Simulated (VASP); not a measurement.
Crystal: CeZn2Ni.

```xyz
4
Lattice="3.8644 0.0000 0.0000 0.0000 3.8644 0.0000 0.0000 0.0000 4.9193" Properties=species:S:1:pos:R:3 pbc="T T T"
Ce    0.0000    0.0000    0.0000
Zn    0.0000    1.9322    2.4596
Zn    1.9322    0.0000    2.4596
Ni    1.9322    1.9322    0.0000
```

The cell comes from a database or a generator and needn't be the stable form of this composition.

Base run:

| Quantity | Value |
| --- | --- |
| Program | VASP 6.6.1 |
| Functional | PW91 |
| Potentials or basis | VASP PAW PBE potentials, release 64 (Ce, Zn, Ni) |
| Cutoff | 520 eV |
| k mesh | 5 × 5 × 5 |
| Occupations | fermi-dirac, width 0.05 eV |
| Spin | collinear spin, ferromagnetic start |
| Starting moments | [1.0, 0.0, 0.0, 1.0] μB |

Its results: net moment 0.28 μB per cell; site moments Ce +0.29; Zn +0.00; Ni -0.02 μB.

The run is repeated on the same cell with these changes: functional from PW91 to AM05. What comes out?

Net moment -0.10 μB per cell; site moments Ce -0.12; Zn -0.00; Ni +0.01 μB.

Caveats: the magnetic or orbital state may not be the lowest.

Not every run made on this cell is shown here.
